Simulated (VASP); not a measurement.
Method: rev-vdW-DF2, VASP's PBE PAW potentials (set 64) (plane waves; VASP 6.6.1).

Input for VASP

INCAR:
```
AGGAC = 0.0
ALGO = Normal
EDIFF = 1E-7
EDIFFG = -0.01
ENCUT = 520
GGA = MK
IBRION = 2
ISIF = 4
ISMEAR = 0
LASPH = .TRUE.
LCHARG = .FALSE.
LMAXMIX = 4
LREAL = .FALSE.
LUSE_VDW = .TRUE.
LWAVE = .FALSE.
NELM = 100
NSW = 30
PARAM1 = 0.1234568
PARAM2 = 0.7114
PREC = Accurate
SIGMA = 0.05
SYSTEM = PbO2
ZAB_VDW = -1.8867
```

### POSCAR
```
PbO2
1
    5.1233525549     0.0000000000     0.0000000000
    0.0000000000     5.1233525549     0.0000000000
    0.0000000000     0.0000000000     3.5177834526
Pb O
2 4
Direct
  0.0000000000   0.0000000000   0.0000000000
  0.5000000000   0.5000000000   0.5000000000
  0.3073757315   0.3073757315   0.0000000000
  0.8073757315   0.1926242685   0.5000000000
  0.1926242685   0.8073757315   0.5000000000
  0.6926242685   0.6926242685   0.0000000000
```

File KPOINTS:
```
Automatic mesh
0
Gamma
5 5 7
0 0 0
```

POTCAR, in this order: Pb_d O (PBE.64 set). Program: vasp_std.

The run wrote:

**OSZICAR**
```
       N       E                     dE             d eps       ncg     rms          rms(c)
DAV:   1     0.689456946109E+03    0.68946E+03   -0.26277E+04  1488   0.197E+03
DAV:   2     0.666415478904E+02   -0.62282E+03   -0.60181E+03  1628   0.541E+02
DAV:   3    -0.226547983321E+02   -0.89296E+02   -0.87031E+02  1946   0.225E+02
DAV:   4    -0.262272031131E+02   -0.35724E+01   -0.35607E+01  1756   0.494E+01
DAV:   5    -0.263761848206E+02   -0.14898E+00   -0.14894E+00  2047   0.964E+00    0.137E+01
DAV:   6    -0.209492416934E+02    0.54269E+01   -0.26974E+01  2288   0.538E+01    0.490E+00
DAV:   7    -0.208893272954E+02    0.59914E-01   -0.18699E+00  1902   0.117E+01    0.271E+00
DAV:   8    -0.208629315227E+02    0.26396E-01   -0.48236E-01  2325   0.602E+00    0.114E+00
DAV:   9    -0.208381075860E+02    0.24824E-01   -0.10018E-01  2427   0.360E+00    0.152E-01
DAV:  10    -0.208396166456E+02   -0.15091E-02   -0.10297E-02  1705   0.607E-01    0.995E-02
DAV:  11    -0.208395588360E+02    0.57810E-04   -0.35659E-04  2315   0.200E-01    0.356E-02
DAV:  12    -0.208395467482E+02    0.12088E-04   -0.71731E-05  1800   0.638E-02    0.518E-03
DAV:  13    -0.208395476375E+02   -0.88936E-06   -0.27010E-06  1853   0.156E-02    0.384E-03
DAV:  14    -0.208395470031E+02    0.63445E-06   -0.16469E-06  2053   0.179E-02    0.141E-03
DAV:  15    -0.208395470352E+02   -0.32107E-07   -0.16662E-07  1129   0.344E-03
   1 F= -.20839547E+02 E0= -.20839056E+02  d E =-.208395E+02
       N       E                     dE             d eps       ncg     rms          rms(c)
DAV:   1    -0.208595842606E+02   -0.20037E-01   -0.19332E+00  1488   0.102E+01    0.706E-01
DAV:   2    -0.208539308454E+02    0.56534E-02   -0.79599E-02  1913   0.257E+00    0.422E-01
DAV:   3    -0.208475126978E+02    0.64181E-02   -0.87925E-03  2152   0.117E+00    0.728E-02
DAV:   4    -0.208475984175E+02   -0.85720E-04   -0.21416E-03  2033   0.344E-01    0.295E-02
DAV:   5    -0.208475854767E+02    0.12941E-04   -0.91316E-05  1891   0.101E-01    0.713E-03
DAV:   6    -0.208475868969E+02   -0.14202E-05   -0.18124E-05  1952   0.326E-02    0.472E-03
DAV:   7    -0.208475870398E+02   -0.14285E-06   -0.13093E-06  2245   0.135E-02    0.148E-03
DAV:   8    -0.208475870281E+02    0.11701E-07   -0.27593E-07  1488   0.602E-03
   2 F= -.20847587E+02 E0= -.20847155E+02  d E =-.803999E-02
       N       E                     dE             d eps       ncg     rms          rms(c)
DAV:   1    -0.208714339445E+02   -0.23847E-01   -0.31581E+00  1488   0.131E+01    0.908E-01
DAV:   2    -0.208619844686E+02    0.94495E-02   -0.12982E-01  1913   0.327E+00    0.542E-01
DAV:   3    -0.208514760635E+02    0.10508E-01   -0.14434E-02  2131   0.149E+00    0.954E-02
DAV:   4    -0.208516040406E+02   -0.12798E-03   -0.34761E-03  2062   0.436E-01    0.375E-02
DAV:   5    -0.208515831777E+02    0.20863E-04   -0.15141E-04  1887   0.134E-01    0.912E-03
DAV:   6    -0.208515853916E+02   -0.22139E-05   -0.29072E-05  1982   0.416E-02    0.598E-03
DAV:   7    -0.208515856078E+02   -0.21622E-06   -0.23105E-06  2308   0.185E-02    0.214E-03
DAV:   8    -0.208515855952E+02    0.12552E-07   -0.60685E-07  1959   0.858E-03
   3 F= -.20851586E+02 E0= -.20851227E+02  d E =-.120386E-01
       N       E                     dE             d eps       ncg     rms          rms(c)
DAV:   1    -0.208516282699E+02   -0.42662E-04   -0.55067E-03  1488   0.545E-01    0.382E-02
DAV:   2    -0.208516112760E+02    0.16994E-04   -0.22601E-04  1921   0.139E-01    0.228E-02
DAV:   3    -0.208515928636E+02    0.18412E-04   -0.24785E-05  2154   0.638E-02    0.410E-03
DAV:   4    -0.208515930289E+02   -0.16524E-06   -0.62237E-06  2077   0.182E-02    0.159E-03
DAV:   5    -0.208515929472E+02    0.81642E-07   -0.32719E-07  1482   0.653E-03
   4 F= -.20851593E+02 E0= -.20851238E+02  d E =-.120459E-01
       N       E                     dE             d eps       ncg     rms          rms(c)
DAV:   1    -0.208519074540E+02   -0.31443E-03   -0.72086E-02  1496   0.188E+00    0.105E-01
DAV:   2    -0.208518830333E+02    0.24421E-04   -0.18334E-03  2280   0.404E-01    0.630E-02
DAV:   3    -0.208517966043E+02    0.86429E-04   -0.80955E-05  2266   0.106E-01    0.146E-02
DAV:   4    -0.208517929075E+02    0.36969E-05   -0.17433E-05  2288   0.369E-02    0.256E-03
DAV:   5    -0.208517929713E+02   -0.63846E-07   -0.60348E-07  1542   0.752E-03
   5 F= -.20851793E+02 E0= -.20851437E+02  d E =-.200024E-03
```

File OUTCAR:
```
------------------------ aborting loop because EDIFF is reached ----------------------------------------
  FORCE on cell =-STRESS in cart. coord.  units (eV):
  Direction    XX          YY          ZZ          XY          YZ          ZX
  --------------------------------------------------------------------------------------
  Total       -3.2533906     -3.2533906     -3.2824312      0.0000000      0.0000000      0.0000000
  in kB      -56.4506830    -56.4506830    -56.9545770      0.0000000      0.0000000      0.0000000
  external PRESSURE =     -56.6186476 kB  Pullay stress =       0.0000000 kB
  volume of cell :       92.34
      direct lattice vectors                 reciprocal lattice vectors
     5.164136540  0.000000000  0.000000000     0.193643215 -0.000000000  0.000000000
     0.000000000  5.164136540  0.000000000    -0.000000000  0.193643215  0.000000000
     0.000000000  0.000000000  3.462439176     0.000000000  0.000000000  0.288813738
 POSITION                                       TOTAL-FORCE (eV/Angst)
 -----------------------------------------------------------------------------------
      0.00000      0.00000      3.46244        -0.000000      0.000000      0.000000
      2.58207      2.58207      1.73122        -0.000000      0.000000      0.000000
      1.59512      1.59512      0.00000        -0.006392     -0.006392      0.000000
      4.17719      0.98695      1.73122        -0.006392      0.006392     -0.000000
      0.98695      4.17719      1.73122         0.006392     -0.006392      0.000000
      3.56902      3.56902      3.46244         0.006392      0.006392     -0.000000
 -----------------------------------------------------------------------------------
    total drift:                                0.000000      0.000000      0.000000
  FREE ENERGIE OF THE ION-ELECTRON SYSTEM (eV)
  ---------------------------------------------------
  free  energy   TOTEN  =       -20.8517929713 eV

  energy  without entropy=      -20.8510816086  energy(sigma->0) =      -20.85143729

 reached required accuracy - stopping structural energy minimisation
```
(Selected blocks of OUTCAR.)

File CONTCAR:
```
PbO2
   1.00000000000000
     5.1641365396930334    0.0000000000000000    0.0000000000000000
     0.0000000000000000    5.1641365396930334    0.0000000000000000
     0.0000000000000000    0.0000000000000000    3.4624391763124973
  Pb              O
     2     4
Direct
     0.0000000000000000    0.0000000000000000    1.0000000000000000
     0.5000000000000000    0.5000000000000000    0.5000000000000000
     0.3088839556588557    0.3088839556588557    0.0000000000000000
     0.8088839556588556    0.1911160443411444    0.5000000000000000
     0.1911160443411444    0.8088839556588556    0.5000000000000000
     0.6911160443411444    0.6911160443411444    1.0000000000000000
```

The compound is PbO2 in the rutile structure. This cell is one point of a volume scan, at 1.06 of the reference volume. Symmetry was kept, so distortions that lower it aren't found.
